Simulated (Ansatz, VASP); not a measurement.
# Sn: VASP beside Ansatz, part 2 of 3

One calculation is typed for both programs; each brings its own data sets. How far apart do they land? The cell is taken from a series of runs on this material, whose earlier steps may have relaxed, scaled, displaced or heated it; both programs get it as it stands.

VASP 6.6.1 and Ansatz 0.2.0.

So far: The structure; Ansatz: zone-centre phonons, PBEsol.

## 3. VASP: zone-centre phonons, PBEsol

Level of this step: PBEsol; plane waves and PAW (Sn_d) (VASP).

The same cell, functional, mesh and smearing now go to VASP, with its own data sets.

Lines of VASP's logs that name or quote its potential files are left out, and so is its time.

The input, INCAR:

```
SYSTEM = Sn
PREC = Accurate
ENCUT = 500
EDIFF = 1E-08
NELM = 120
ISMEAR = 0
SIGMA = 0.015
LREAL = .FALSE.
ALGO = Normal
GGA = PS
NBANDS = 20
LORBIT = 11
LWAVE = .FALSE.
LCHARG = .FALSE.
ISIF = 2
ISYM = 2
IBRION = 8
LASPH = .TRUE.
GGA_COMPAT = .FALSE.
KPAR = 2
```

The input, POSCAR:

```
Sn
1.0
    0.0000000000      3.2482471655      3.3350605446
    3.2482471655      0.0000000000      3.3350605446
    3.2482471655      3.2482471655      0.0000000000
Sn
2
Direct
    0.5000018571      0.5000018571      0.4998288945
    0.7499981429      0.7499981429      0.7501711055
```

The input, KPOINTS:

```
Points of the shifted mesh
1728
Reciprocal
 0.0416666667  0.0416666667  0.0416666667 1
 0.0416666667  0.0416666667  0.1250000000 1
 0.0416666667  0.0416666667  0.2083333333 1
 0.0416666667  0.0416666667  0.2916666667 1
 0.0416666667  0.0416666667  0.3750000000 1
 0.0416666667  0.0416666667  0.4583333333 1
 0.0416666667  0.0416666667  0.5416666667 1
 0.0416666667  0.0416666667  0.6250000000 1
 0.0416666667  0.0416666667  0.7083333333 1
 0.0416666667  0.0416666667  0.7916666667 1
 0.0416666667  0.0416666667  0.8750000000 1
 0.0416666667  0.0416666667  0.9583333333 1
 0.0416666667  0.1250000000  0.0416666667 1
 0.0416666667  0.1250000000  0.1250000000 1
 0.0416666667  0.1250000000  0.2083333333 1
 0.0416666667  0.1250000000  0.2916666667 1
 0.0416666667  0.1250000000  0.3750000000 1
 0.0416666667  0.1250000000  0.4583333333 1
 0.0416666667  0.1250000000  0.5416666667 1
 0.0416666667  0.1250000000  0.6250000000 1
 0.0416666667  0.1250000000  0.7083333333 1
 0.0416666667  0.1250000000  0.7916666667 1
 0.0416666667  0.1250000000  0.8750000000 1
 0.0416666667  0.1250000000  0.9583333333 1
 0.0416666667  0.2083333333  0.0416666667 1
 0.0416666667  0.2083333333  0.1250000000 1
 0.0416666667  0.2083333333  0.2083333333 1
 0.0416666667  0.2083333333  0.2916666667 1
 0.0416666667  0.2083333333  0.3750000000 1
 0.0416666667  0.2083333333  0.4583333333 1
 0.0416666667  0.2083333333  0.5416666667 1
 0.0416666667  0.2083333333  0.6250000000 1
 0.0416666667  0.2083333333  0.7083333333 1
 0.0416666667  0.2083333333  0.7916666667 1
 0.0416666667  0.2083333333  0.8750000000 1
 0.0416666667  0.2083333333  0.9583333333 1
 0.0416666667  0.2916666667  0.0416666667 1
 0.0416666667  0.2916666667  0.1250000000 1
 0.0416666667  0.2916666667  0.2083333333 1
 0.0416666667  0.2916666667  0.2916666667 1
 0.0416666667  0.2916666667  0.3750000000 1
 0.0416666667  0.2916666667  0.4583333333 1
 0.0416666667  0.2916666667  0.5416666667 1
 0.0416666667  0.2916666667  0.6250000000 1
 0.0416666667  0.2916666667  0.7083333333 1
 0.0416666667  0.2916666667  0.7916666667 1
 0.0416666667  0.2916666667  0.8750000000 1
 0.0416666667  0.2916666667  0.9583333333 1
 0.0416666667  0.3750000000  0.0416666667 1
 0.0416666667  0.3750000000  0.1250000000 1
 0.0416666667  0.3750000000  0.2083333333 1
 0.0416666667  0.3750000000  0.2916666667 1
 0.0416666667  0.3750000000  0.3750000000 1
 0.0416666667  0.3750000000  0.4583333333 1
 0.0416666667  0.3750000000  0.5416666667 1
 0.0416666667  0.3750000000  0.6250000000 1
 0.0416666667  0.3750000000  0.7083333333 1
 0.0416666667  0.3750000000  0.7916666667 1
 0.0416666667  0.3750000000  0.8750000000 1
 0.0416666667  0.3750000000  0.9583333333 1
 0.0416666667  0.4583333333  0.0416666667 1
 0.0416666667  0.4583333333  0.1250000000 1
 0.0416666667  0.4583333333  0.2083333333 1
 0.0416666667  0.4583333333  0.2916666667 1
 0.0416666667  0.4583333333  0.3750000000 1
 0.0416666667  0.4583333333  0.4583333333 1
 0.0416666667  0.4583333333  0.5416666667 1
 0.0416666667  0.4583333333  0.6250000000 1
 0.0416666667  0.4583333333  0.7083333333 1
 0.0416666667  0.4583333333  0.7916666667 1
 0.0416666667  0.4583333333  0.8750000000 1
 0.0416666667  0.4583333333  0.9583333333 1
 0.0416666667  0.5416666667  0.0416666667 1
 0.0416666667  0.5416666667  0.1250000000 1
 0.0416666667  0.5416666667  0.2083333333 1
 0.0416666667  0.5416666667  0.2916666667 1
 0.0416666667  0.5416666667  0.3750000000 1
 0.0416666667  0.5416666667  0.4583333333 1
 0.0416666667  0.5416666667  0.5416666667 1
 0.0416666667  0.5416666667  0.6250000000 1
 0.0416666667  0.5416666667  0.7083333333 1
 0.0416666667  0.5416666667  0.7916666667 1
 0.0416666667  0.5416666667  0.8750000000 1
 0.0416666667  0.5416666667  0.9583333333 1
 0.0416666667  0.6250000000  0.0416666667 1
 0.0416666667  0.6250000000  0.1250000000 1
 0.0416666667  0.6250000000  0.2083333333 1
 0.0416666667  0.6250000000  0.2916666667 1
 0.0416666667  0.6250000000  0.3750000000 1
 0.0416666667  0.6250000000  0.4583333333 1
 0.0416666667  0.6250000000  0.5416666667 1
 0.0416666667  0.6250000000  0.6250000000 1
 0.0416666667  0.6250000000  0.7083333333 1
 0.0416666667  0.6250000000  0.7916666667 1
 0.0416666667  0.6250000000  0.8750000000 1
 0.0416666667  0.6250000000  0.9583333333 1
 0.0416666667  0.7083333333  0.0416666667 1
 0.0416666667  0.7083333333  0.1250000000 1
 0.0416666667  0.7083333333  0.2083333333 1
 0.0416666667  0.7083333333  0.2916666667 1
 0.0416666667  0.7083333333  0.3750000000 1
 0.0416666667  0.7083333333  0.4583333333 1
 0.0416666667  0.7083333333  0.5416666667 1
 0.0416666667  0.7083333333  0.6250000000 1
 0.0416666667  0.7083333333  0.7083333333 1
 0.0416666667  0.7083333333  0.7916666667 1
 0.0416666667  0.7083333333  0.8750000000 1
 0.0416666667  0.7083333333  0.9583333333 1
 0.0416666667  0.7916666667  0.0416666667 1
 0.0416666667  0.7916666667  0.1250000000 1
 0.0416666667  0.7916666667  0.2083333333 1
 0.0416666667  0.7916666667  0.2916666667 1
[... 1390 lines left out ...]
 0.8750000000  0.4583333333  0.1250000000 1
 0.8750000000  0.4583333333  0.2083333333 1
 0.8750000000  0.4583333333  0.2916666667 1
 0.8750000000  0.4583333333  0.3750000000 1
 0.8750000000  0.4583333333  0.4583333333 1
 0.8750000000  0.4583333333  0.5416666667 1
 0.8750000000  0.4583333333  0.6250000000 1
 0.8750000000  0.4583333333  0.7083333333 1
 0.8750000000  0.4583333333  0.7916666667 1
 0.8750000000  0.4583333333  0.8750000000 1
 0.8750000000  0.4583333333  0.9583333333 1
 0.8750000000  0.5416666667  0.0416666667 1
 0.8750000000  0.5416666667  0.1250000000 1
 0.8750000000  0.5416666667  0.2083333333 1
 0.8750000000  0.5416666667  0.2916666667 1
 0.8750000000  0.5416666667  0.3750000000 1
 0.8750000000  0.5416666667  0.4583333333 1
 0.8750000000  0.5416666667  0.5416666667 1
 0.8750000000  0.5416666667  0.6250000000 1
 0.8750000000  0.5416666667  0.7083333333 1
 0.8750000000  0.5416666667  0.7916666667 1
 0.8750000000  0.5416666667  0.8750000000 1
 0.8750000000  0.5416666667  0.9583333333 1
 0.8750000000  0.6250000000  0.0416666667 1
 0.8750000000  0.6250000000  0.1250000000 1
 0.8750000000  0.6250000000  0.2083333333 1
 0.8750000000  0.6250000000  0.2916666667 1
 0.8750000000  0.6250000000  0.3750000000 1
 0.8750000000  0.6250000000  0.4583333333 1
 0.8750000000  0.6250000000  0.5416666667 1
 0.8750000000  0.6250000000  0.6250000000 1
 0.8750000000  0.6250000000  0.7083333333 1
 0.8750000000  0.6250000000  0.7916666667 1
 0.8750000000  0.6250000000  0.8750000000 1
 0.8750000000  0.6250000000  0.9583333333 1
 0.8750000000  0.7083333333  0.0416666667 1
 0.8750000000  0.7083333333  0.1250000000 1
 0.8750000000  0.7083333333  0.2083333333 1
 0.8750000000  0.7083333333  0.2916666667 1
 0.8750000000  0.7083333333  0.3750000000 1
 0.8750000000  0.7083333333  0.4583333333 1
 0.8750000000  0.7083333333  0.5416666667 1
 0.8750000000  0.7083333333  0.6250000000 1
 0.8750000000  0.7083333333  0.7083333333 1
 0.8750000000  0.7083333333  0.7916666667 1
 0.8750000000  0.7083333333  0.8750000000 1
 0.8750000000  0.7083333333  0.9583333333 1
 0.8750000000  0.7916666667  0.0416666667 1
 0.8750000000  0.7916666667  0.1250000000 1
 0.8750000000  0.7916666667  0.2083333333 1
 0.8750000000  0.7916666667  0.2916666667 1
 0.8750000000  0.7916666667  0.3750000000 1
 0.8750000000  0.7916666667  0.4583333333 1
 0.8750000000  0.7916666667  0.5416666667 1
 0.8750000000  0.7916666667  0.6250000000 1
 0.8750000000  0.7916666667  0.7083333333 1
 0.8750000000  0.7916666667  0.7916666667 1
 0.8750000000  0.7916666667  0.8750000000 1
 0.8750000000  0.7916666667  0.9583333333 1
 0.8750000000  0.8750000000  0.0416666667 1
 0.8750000000  0.8750000000  0.1250000000 1
 0.8750000000  0.8750000000  0.2083333333 1
 0.8750000000  0.8750000000  0.2916666667 1
 0.8750000000  0.8750000000  0.3750000000 1
 0.8750000000  0.8750000000  0.4583333333 1
 0.8750000000  0.8750000000  0.5416666667 1
 0.8750000000  0.8750000000  0.6250000000 1
 0.8750000000  0.8750000000  0.7083333333 1
 0.8750000000  0.8750000000  0.7916666667 1
 0.8750000000  0.8750000000  0.8750000000 1
 0.8750000000  0.8750000000  0.9583333333 1
 0.8750000000  0.9583333333  0.0416666667 1
 0.8750000000  0.9583333333  0.1250000000 1
 0.8750000000  0.9583333333  0.2083333333 1
 0.8750000000  0.9583333333  0.2916666667 1
 0.8750000000  0.9583333333  0.3750000000 1
 0.8750000000  0.9583333333  0.4583333333 1
 0.8750000000  0.9583333333  0.5416666667 1
 0.8750000000  0.9583333333  0.6250000000 1
 0.8750000000  0.9583333333  0.7083333333 1
 0.8750000000  0.9583333333  0.7916666667 1
 0.8750000000  0.9583333333  0.8750000000 1
 0.8750000000  0.9583333333  0.9583333333 1
 0.9583333333  0.0416666667  0.0416666667 1
 0.9583333333  0.0416666667  0.1250000000 1
 0.9583333333  0.0416666667  0.2083333333 1
 0.9583333333  0.0416666667  0.2916666667 1
 0.9583333333  0.0416666667  0.3750000000 1
 0.9583333333  0.0416666667  0.4583333333 1
 0.9583333333  0.0416666667  0.5416666667 1
 0.9583333333  0.0416666667  0.6250000000 1
 0.9583333333  0.0416666667  0.7083333333 1
 0.9583333333  0.0416666667  0.7916666667 1
 0.9583333333  0.0416666667  0.8750000000 1
 0.9583333333  0.0416666667  0.9583333333 1
 0.9583333333  0.1250000000  0.0416666667 1
 0.9583333333  0.1250000000  0.1250000000 1
 0.9583333333  0.1250000000  0.2083333333 1
 0.9583333333  0.1250000000  0.2916666667 1
 0.9583333333  0.1250000000  0.3750000000 1
 0.9583333333  0.1250000000  0.4583333333 1
 0.9583333333  0.1250000000  0.5416666667 1
 0.9583333333  0.1250000000  0.6250000000 1
 0.9583333333  0.1250000000  0.7083333333 1
 0.9583333333  0.1250000000  0.7916666667 1
 0.9583333333  0.1250000000  0.8750000000 1
 0.9583333333  0.1250000000  0.9583333333 1
 0.9583333333  0.2083333333  0.0416666667 1
 0.9583333333  0.2083333333  0.1250000000 1
 0.9583333333  0.2083333333  0.2083333333 1
 0.9583333333  0.2083333333  0.2916666667 1
 0.9583333333  0.2083333333  0.3750000000 1
 0.9583333333  0.2083333333  0.4583333333 1
 0.9583333333  0.2083333333  0.5416666667 1
 0.9583333333  0.2083333333  0.6250000000 1
 0.9583333333  0.2083333333  0.7083333333 1
 0.9583333333  0.2083333333  0.7916666667 1
 0.9583333333  0.2083333333  0.8750000000 1
 0.9583333333  0.2083333333  0.9583333333 1
 0.9583333333  0.2916666667  0.0416666667 1
 0.9583333333  0.2916666667  0.1250000000 1
 0.9583333333  0.2916666667  0.2083333333 1
 0.9583333333  0.2916666667  0.2916666667 1
 0.9583333333  0.2916666667  0.3750000000 1
 0.9583333333  0.2916666667  0.4583333333 1
 0.9583333333  0.2916666667  0.5416666667 1
 0.9583333333  0.2916666667  0.6250000000 1
 0.9583333333  0.2916666667  0.7083333333 1
 0.9583333333  0.2916666667  0.7916666667 1
 0.9583333333  0.2916666667  0.8750000000 1
 0.9583333333  0.2916666667  0.9583333333 1
 0.9583333333  0.3750000000  0.0416666667 1
 0.9583333333  0.3750000000  0.1250000000 1
 0.9583333333  0.3750000000  0.2083333333 1
 0.9583333333  0.3750000000  0.2916666667 1
 0.9583333333  0.3750000000  0.3750000000 1
 0.9583333333  0.3750000000  0.4583333333 1
 0.9583333333  0.3750000000  0.5416666667 1
 0.9583333333  0.3750000000  0.6250000000 1
 0.9583333333  0.3750000000  0.7083333333 1
 0.9583333333  0.3750000000  0.7916666667 1
 0.9583333333  0.3750000000  0.8750000000 1
 0.9583333333  0.3750000000  0.9583333333 1
 0.9583333333  0.4583333333  0.0416666667 1
 0.9583333333  0.4583333333  0.1250000000 1
 0.9583333333  0.4583333333  0.2083333333 1
 0.9583333333  0.4583333333  0.2916666667 1
 0.9583333333  0.4583333333  0.3750000000 1
 0.9583333333  0.4583333333  0.4583333333 1
 0.9583333333  0.4583333333  0.5416666667 1
 0.9583333333  0.4583333333  0.6250000000 1
 0.9583333333  0.4583333333  0.7083333333 1
 0.9583333333  0.4583333333  0.7916666667 1
 0.9583333333  0.4583333333  0.8750000000 1
 0.9583333333  0.4583333333  0.9583333333 1
 0.9583333333  0.5416666667  0.0416666667 1
 0.9583333333  0.5416666667  0.1250000000 1
 0.9583333333  0.5416666667  0.2083333333 1
 0.9583333333  0.5416666667  0.2916666667 1
 0.9583333333  0.5416666667  0.3750000000 1
 0.9583333333  0.5416666667  0.4583333333 1
 0.9583333333  0.5416666667  0.5416666667 1
 0.9583333333  0.5416666667  0.6250000000 1
 0.9583333333  0.5416666667  0.7083333333 1
 0.9583333333  0.5416666667  0.7916666667 1
 0.9583333333  0.5416666667  0.8750000000 1
 0.9583333333  0.5416666667  0.9583333333 1
 0.9583333333  0.6250000000  0.0416666667 1
 0.9583333333  0.6250000000  0.1250000000 1
 0.9583333333  0.6250000000  0.2083333333 1
 0.9583333333  0.6250000000  0.2916666667 1
 0.9583333333  0.6250000000  0.3750000000 1
 0.9583333333  0.6250000000  0.4583333333 1
 0.9583333333  0.6250000000  0.5416666667 1
 0.9583333333  0.6250000000  0.6250000000 1
 0.9583333333  0.6250000000  0.7083333333 1
 0.9583333333  0.6250000000  0.7916666667 1
 0.9583333333  0.6250000000  0.8750000000 1
 0.9583333333  0.6250000000  0.9583333333 1
 0.9583333333  0.7083333333  0.0416666667 1
 0.9583333333  0.7083333333  0.1250000000 1
 0.9583333333  0.7083333333  0.2083333333 1
 0.9583333333  0.7083333333  0.2916666667 1
 0.9583333333  0.7083333333  0.3750000000 1
 0.9583333333  0.7083333333  0.4583333333 1
 0.9583333333  0.7083333333  0.5416666667 1
 0.9583333333  0.7083333333  0.6250000000 1
 0.9583333333  0.7083333333  0.7083333333 1
 0.9583333333  0.7083333333  0.7916666667 1
 0.9583333333  0.7083333333  0.8750000000 1
 0.9583333333  0.7083333333  0.9583333333 1
 0.9583333333  0.7916666667  0.0416666667 1
 0.9583333333  0.7916666667  0.1250000000 1
 0.9583333333  0.7916666667  0.2083333333 1
 0.9583333333  0.7916666667  0.2916666667 1
 0.9583333333  0.7916666667  0.3750000000 1
 0.9583333333  0.7916666667  0.4583333333 1
 0.9583333333  0.7916666667  0.5416666667 1
 0.9583333333  0.7916666667  0.6250000000 1
 0.9583333333  0.7916666667  0.7083333333 1
 0.9583333333  0.7916666667  0.7916666667 1
 0.9583333333  0.7916666667  0.8750000000 1
 0.9583333333  0.7916666667  0.9583333333 1
 0.9583333333  0.8750000000  0.0416666667 1
 0.9583333333  0.8750000000  0.1250000000 1
 0.9583333333  0.8750000000  0.2083333333 1
 0.9583333333  0.8750000000  0.2916666667 1
 0.9583333333  0.8750000000  0.3750000000 1
 0.9583333333  0.8750000000  0.4583333333 1
 0.9583333333  0.8750000000  0.5416666667 1
 0.9583333333  0.8750000000  0.6250000000 1
 0.9583333333  0.8750000000  0.7083333333 1
 0.9583333333  0.8750000000  0.7916666667 1
 0.9583333333  0.8750000000  0.8750000000 1
 0.9583333333  0.8750000000  0.9583333333 1
 0.9583333333  0.9583333333  0.0416666667 1
 0.9583333333  0.9583333333  0.1250000000 1
 0.9583333333  0.9583333333  0.2083333333 1
 0.9583333333  0.9583333333  0.2916666667 1
 0.9583333333  0.9583333333  0.3750000000 1
 0.9583333333  0.9583333333  0.4583333333 1
 0.9583333333  0.9583333333  0.5416666667 1
 0.9583333333  0.9583333333  0.6250000000 1
 0.9583333333  0.9583333333  0.7083333333 1
 0.9583333333  0.9583333333  0.7916666667 1
 0.9583333333  0.9583333333  0.8750000000 1
 0.9583333333  0.9583333333  0.9583333333 1
```

Potentials, in the order of the species: Sn_d (PBE family, release 64).

Launch:

```
mpirun -np 2 vasp_std
```

Log:

```text
[banner, memory and clock lines left out]
running    2 mpi-ranks, on    1 nodes
 distrk:  each k-point on    1 cores,    2 groups
 distr:  one band on    1 cores,    1 groups

 POSCAR found type information on POSCAR Sn
 POSCAR found :  1 types and       2 ions
|                                                                             |
|               ----> ADVICE to this user running VASP <----                  |
|                                                                             |
|     You enforced a specific xc type in the INCAR file but a different       |
|     [... a line on the potential file left out ...]
|     I HOPE YOU KNOW WHAT YOU ARE DOING!                                     |
|                                                                             |

 LDA part: xc-table for (Slater+PW92), standard interpolation
 POSCAR, INCAR and KPOINTS ok, starting setup
 FFT: planning ... GRIDC
 FFT: planning ... GRID_SOFT
 FFT: planning ... GRID
 WAVECAR not read
 entering main loop
       N       E                     dE             d eps       ncg     rms          rms(c)
DAV:   1     0.220190279121E+03    0.22019E+03   -0.14753E+04 69548   0.197E+03
DAV:   2     0.146019115215E+02   -0.20559E+03   -0.20188E+03 69352   0.437E+02
DAV:   3    -0.781620654283E+01   -0.22418E+02   -0.22282E+02 79192   0.141E+02
DAV:   4    -0.853410131547E+01   -0.71789E+00   -0.71754E+00 78268   0.286E+01
DAV:   5    -0.855913514413E+01   -0.25034E-01   -0.25033E-01 95364   0.520E+00    0.314E+00
DAV:   6    -0.849287567735E+01    0.66259E-01   -0.43031E-02 93236   0.276E+00    0.177E+00
DAV:   7    -0.846101940514E+01    0.31856E-01   -0.51819E-02 78796   0.259E+00    0.165E-01
DAV:   8    -0.846194559726E+01   -0.92619E-03   -0.70455E-03 75928   0.102E+00    0.534E-02
DAV:   9    -0.846220461485E+01   -0.25902E-03   -0.35165E-04 82588   0.142E-01    0.105E-02
DAV:  10    -0.846221714222E+01   -0.12527E-04   -0.20931E-05 85420   0.418E-02    0.524E-03
DAV:  11    -0.846221892619E+01   -0.17840E-05   -0.27519E-06 76788   0.122E-02    0.565E-04
DAV:  12    -0.846221883277E+01    0.93414E-07   -0.15662E-07 84960   0.433E-03    0.333E-04
DAV:  13    -0.846221881355E+01    0.19224E-07   -0.11395E-08 60932   0.810E-04    0.437E-05
DAV:  14    -0.846221882038E+01   -0.68280E-08   -0.10074E-09 43364   0.327E-04
   1 F= -.84622188E+01 E0= -.84622188E+01  d E =-.409487E-07
 Linear response reoptimize wavefunctions to high precision
DAV:   1    -0.846221882075E+01   -0.37426E-09   -0.38428E-10 45320   0.222E-04
DAV:   2    -0.846221882077E+01   -0.19554E-10   -0.18084E-10 39848   0.149E-04
 Linear response DOF=           2
 Linear response progress:
  Degree of freedom:   1/  2
       N       E                     dE             d eps       ncg     rms          rms(c)
RMM:   1    -0.214160489218E+00   -0.21416E+00    0.55470E-01 86652   0.100E+01
RMM:   2    -0.220832580242E+00   -0.66721E-02   -0.19697E-02121100   0.116E+00    0.681E-02
RMM:   3    -0.220965227159E+00   -0.13265E-03   -0.16134E-03127881   0.322E-01    0.315E-02
RMM:   4    -0.220843960038E+00    0.12127E-03   -0.11439E-04126179   0.976E-02    0.111E-02
RMM:   5    -0.220824763837E+00    0.19196E-04   -0.15940E-05129885   0.327E-02    0.400E-03
RMM:   6    -0.220825373397E+00   -0.60956E-06   -0.13556E-06128873   0.938E-03    0.175E-03
RMM:   7    -0.220824299500E+00    0.10739E-05   -0.24266E-07127669   0.333E-03    0.373E-04
RMM:   8    -0.220821880221E+00    0.24193E-05   -0.46319E-08131992   0.120E-03    0.247E-04
RMM:   9    -0.220820265751E+00    0.16145E-05   -0.38611E-08131047   0.487E-04    0.529E-05
RMM:  10    -0.220820585083E+00   -0.31933E-06    0.21586E-08138230   0.197E-04    0.271E-05
RMM:  11    -0.220820580450E+00    0.46330E-08    0.67899E-09132142   0.101E-04    0.512E-06
 first order change of Fermi-energy   0.76366E+00
 force on displaced ion       1 direction 1 :  -7.314  -0.158  -0.014
 Linear response progress:
  Degree of freedom:   2/  2
       N       E                     dE             d eps       ncg     rms          rms(c)
RMM:   1    -0.214378781903E+00   -0.21438E+00    0.52547E-01 86720   0.988E+00
RMM:   2    -0.221011384809E+00   -0.66326E-02   -0.19759E-02121176   0.116E+00    0.685E-02
RMM:   3    -0.221135758788E+00   -0.12437E-03   -0.16122E-03127860   0.322E-01    0.317E-02
RMM:   4    -0.221009805249E+00    0.12595E-03   -0.11600E-04126384   0.978E-02    0.109E-02
RMM:   5    -0.220990734058E+00    0.19071E-04   -0.15639E-05130090   0.326E-02    0.400E-03
RMM:   6    -0.220991596800E+00   -0.86274E-06   -0.13110E-06128898   0.936E-03    0.165E-03
RMM:   7    -0.220990741246E+00    0.85555E-06   -0.19594E-07127874   0.335E-03    0.381E-04
RMM:   8    -0.220988028230E+00    0.27130E-05   -0.32314E-08131619   0.120E-03    0.223E-04
RMM:   9    -0.220986659141E+00    0.13691E-05   -0.47889E-09131801   0.477E-04    0.457E-05
RMM:  10    -0.220986926616E+00   -0.26748E-06    0.60306E-09138310   0.197E-04    0.242E-05
RMM:  11    -0.220986866644E+00    0.59972E-07    0.63648E-09132049   0.101E-04    0.583E-06
RMM:  12    -0.220986874532E+00   -0.78875E-08    0.55133E-09142211   0.546E-05    0.434E-06
 first order change of Fermi-energy   0.17104E+01
 force on displaced ion       1 direction 3 :  -0.014  -0.014  -7.671
 Linear response finished
```

[end of part 2 of 3]

[Lines on the potential files, build, host, timing and source positions are cut from VASP's logs without a mark.]

[Logs are printed without paths, hosts, clocks, repeated set-up lines and the standing remarks that a program may print on its own settings, such as how far it seeks lower states.]

[Hosts, paths, dates, database ids (printed as entryN), source tags and the programs' standing remarks are cut or masked in the printed files.]
